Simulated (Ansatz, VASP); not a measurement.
One calculation of HfRu3, two programs

```
Hf Ru
1.0
     3.90297    0.00000    0.00000
     0.00000    3.90297    0.00000
     0.00000    0.00000    3.90297
Hf Ru
1 3
Direct
  0.00000 0.00000 0.00000
  0.00000 0.50000 0.50000
  0.50000 0.50000 0.00000
  0.50000 0.00000 0.50000
```

Alike in both runs: task single point; functional PBEsol; k mesh 8 × 8 × 8; occupations gaussian, width 0.05 eV; no spin polarisation.

|  | VASP | Ansatz |
| --- | --- | --- |
| version | VASP 6.6.1 | Ansatz 0.2.0 |
| potentials or method | VASP PAW PBE potentials, release 64 (Hf_pv, Ru_pv) | scalar-relativistic, plane waves, PAW |
| plane-wave cutoff (eV) | 520 | 420 |
| valence electrons in the cell | 52 | 74 |

|  | VASP | Ansatz | Ansatz less VASP |
| --- | --- | --- | --- |
| pressure (GPa) | -0.9 | 0.0 | +0.87 |

The two sets of potentials don't hold the same shells in valence.

Caveats: the PAW data sets were made with another functional, which shifts forces and pressure a little (VASP). The runs have no spin-orbit coupling, so splittings on Hf are missing.
